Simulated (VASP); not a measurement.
Level of theory: vdW-DF-cx, VASP's PBE PAW potentials (set 64) (plane waves; VASP).

VASP ran on this input.

### POSCAR
```
Ni3Si
1
    3.4016372198     0.0000000000     0.0000000000
    0.0000000000     3.4016372198     0.0000000000
    0.0000000000     0.0000000000     3.4016372198
Si Ni
1 3
Direct
  0.0000000000   0.0000000000   0.0000000000
  0.0000000000   0.5000000000   0.5000000000
  0.5000000000   0.0000000000   0.5000000000
  0.5000000000   0.5000000000   0.0000000000
```

### KPOINTS
```
Automatic
0
G
  9 9 9
0 0 0
```

INCAR:
```
AGGAC = 0.0
ALGO = Normal
EDIFF = 1E-7
ENCUT = 520
GGA = CX
ISIF = 2
ISMEAR = 1
LASPH = .TRUE.
LCHARG = .FALSE.
LMAXMIX = 4
LREAL = .FALSE.
LUSE_VDW = .TRUE.
LWAVE = .FALSE.
NELM = 100
PREC = Accurate
SIGMA = 0.1
SYSTEM = Ni3Si
```

POTCAR, in this order: Si Ni (PBE.64 set). Program: vasp_std.

What VASP printed:

**OSZICAR**
```
       N       E                     dE             d eps       ncg     rms          rms(c)
DAV:   1     0.211718809524E+03    0.21172E+03   -0.15964E+04  1486   0.221E+03
DAV:   2    -0.772071884673E+01   -0.21944E+03   -0.21193E+03  1470   0.379E+02
DAV:   3    -0.189461975589E+02   -0.11225E+02   -0.10817E+02  1636   0.114E+02
DAV:   4    -0.192000883035E+02   -0.25389E+00   -0.25263E+00  1719   0.155E+01
DAV:   5    -0.192085606381E+02   -0.84723E-02   -0.84711E-02  1745   0.270E+00    0.219E+01
DAV:   6    -0.182935265753E+02    0.91503E+00   -0.51590E+01  1679   0.121E+02    0.150E+01
DAV:   7    -0.154596497105E+02    0.28339E+01   -0.14619E+01  1628   0.654E+01    0.507E+00
DAV:   8    -0.153757490155E+02    0.83901E-01   -0.59557E-01  1659   0.711E+00    0.148E+00
DAV:   9    -0.153593986416E+02    0.16350E-01   -0.29639E-02  2035   0.249E+00    0.525E-01
DAV:  10    -0.153573026741E+02    0.20960E-02   -0.33618E-03  1876   0.474E-01    0.202E-01
DAV:  11    -0.153570363944E+02    0.26628E-03   -0.58118E-04  2249   0.306E-01    0.557E-02
DAV:  12    -0.153570237962E+02    0.12598E-04   -0.95878E-05  1696   0.128E-01    0.151E-02
DAV:  13    -0.153570234765E+02    0.31968E-06   -0.62374E-06  1764   0.198E-02    0.877E-03
DAV:  14    -0.153570230348E+02    0.44164E-06   -0.29983E-07  1417   0.540E-03    0.370E-03
DAV:  15    -0.153570230112E+02    0.23673E-07   -0.18189E-07   974   0.636E-03
   1 F= -.15357023E+02 E0= -.15357170E+02  d E =0.440046E-03
```

**OUTCAR**
```
------------------------ aborting loop because EDIFF is reached ----------------------------------------
  FORCE on cell =-STRESS in cart. coord.  units (eV):
  Direction    XX          YY          ZZ          XY          YZ          ZX
  --------------------------------------------------------------------------------------
  Total        4.0562271      4.0562271      4.0562271     -0.0000000     -0.0000000      0.0000000
  in kB      165.1082839    165.1082839    165.1082839     -0.0000000     -0.0000000      0.0000000
  external PRESSURE =     165.1082839 kB  Pullay stress =       0.0000000 kB
  volume of cell :       39.36
      direct lattice vectors                 reciprocal lattice vectors
     3.401637220  0.000000000  0.000000000     0.293976087  0.000000000  0.000000000
     0.000000000  3.401637220  0.000000000     0.000000000  0.293976087  0.000000000
     0.000000000  0.000000000  3.401637220     0.000000000  0.000000000  0.293976087
 POSITION                                       TOTAL-FORCE (eV/Angst)
 -----------------------------------------------------------------------------------
      0.00000      0.00000      0.00000         0.000000      0.000000      0.000000
      0.00000      1.70082      1.70082         0.000000      0.000000      0.000000
      1.70082      0.00000      1.70082         0.000000      0.000000      0.000000
      1.70082      1.70082      0.00000         0.000000      0.000000      0.000000
 -----------------------------------------------------------------------------------
    total drift:                                0.000000      0.000000      0.000000
  FREE ENERGIE OF THE ION-ELECTRON SYSTEM (eV)
  ---------------------------------------------------
  free  energy   TOTEN  =       -15.3570230112 eV

  energy  without entropy=      -15.3574630568  energy(sigma->0) =      -15.35716969
```
(Selected blocks of OUTCAR.)

The compound is Ni3Si in the L1_2 structure. This cell is one point of a volume scan, at 0.94 of the reference volume. The run is not spin-polarised, so no magnetic state was tried.
